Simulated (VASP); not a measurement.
Crystal: Zr3PdSe4.

```
CELL_PARAMETERS angstrom
4.39090 0.00000 0.00000
0.00000 4.39090 0.00000
0.00000 0.00000 12.35215
ATOMIC_POSITIONS crystal
Zr 0.50000 0.50000 0.74759
Zr 0.00000 0.00000 0.50000
Zr 0.50000 0.50000 0.25241
Pd 0.00000 0.00000 0.00000
Se 0.00000 0.50000 0.62406
Se 0.50000 0.00000 0.37594
Se 0.00000 0.50000 0.12904
Se 0.50000 0.00000 0.87096
```

The cell was built by a generator and needn't be a form met in nature.

```yaml
Program: VASP 6.6.1
Task: relaxation of cell and atoms
Functional: PBE
Potentials_or_basis: VASP PAW PBE potentials, release 64 (Zr_sv, Pd, Se)
Cutoff: 520 eV
k_mesh: 3 × 3 × 2
Occupations: gaussian, width 0.15 eV
Spin: no spin polarisation
```

At the start: pressure -5.5 GPa; volume 29.77 Å³/atom.

Question: How do energy, volume and symmetry change on relaxing?

Answer: Over 10 steps the energy falls by 66.1 meV/atom and the volume is 26.74 Å³/atom (-10.2 %); space group P-4m2 (No. 115, to 0.05 Å).

The path:
```
step  energy change (eV)  largest force (eV/Å)  pressure (GPa)  volume (Å³)
   1              0.0000                0.3771           -5.52       238.15
   2             -0.2644                0.7866            4.58       204.51
   3             -0.4229                0.4392            0.07       216.23
   4             -0.4490                0.3290            0.02       215.74
   5             -0.4884                0.4934            0.19       214.30
   6             -0.5121                0.2885           -0.08       214.93
   7             -0.5235                0.0780           -0.37       215.56
   8             -0.5246                0.0752           -0.44       215.82
   9             -0.5276                0.0931            0.45       213.07
  10             -0.5286                0.0672            0.18       213.92
```

Final structure:
```cif
data_structure
_symmetry_space_group_name_H-M 'P 1'
_symmetry_Int_Tables_number 1
_cell_length_a 4.2460
_cell_length_b 4.2460
_cell_length_c 11.8657
_cell_angle_alpha 90.000
_cell_angle_beta 90.000
_cell_angle_gamma 90.000
_cell_volume 213.92
loop_
_atom_site_label
_atom_site_type_symbol
_atom_site_fract_x
_atom_site_fract_y
_atom_site_fract_z
_atom_site_occupancy
Zr1 Zr 0.50000 0.50000 0.75770 1
Zr2 Zr 0.00000 0.00000 0.50000 1
Zr3 Zr 0.50000 0.50000 0.24230 1
Pd1 Pd 0.00000 0.00000 0.00000 1
Se1 Se 0.00000 0.50000 0.63186 1
Se2 Se 0.50000 0.00000 0.36814 1
Se3 Se 0.00000 0.50000 0.11917 1
Se4 Se 0.50000 0.00000 0.88083 1
```

Caveat: the k mesh is coarse (spacing up to 0.48 Å⁻¹), so the values aren't converged.
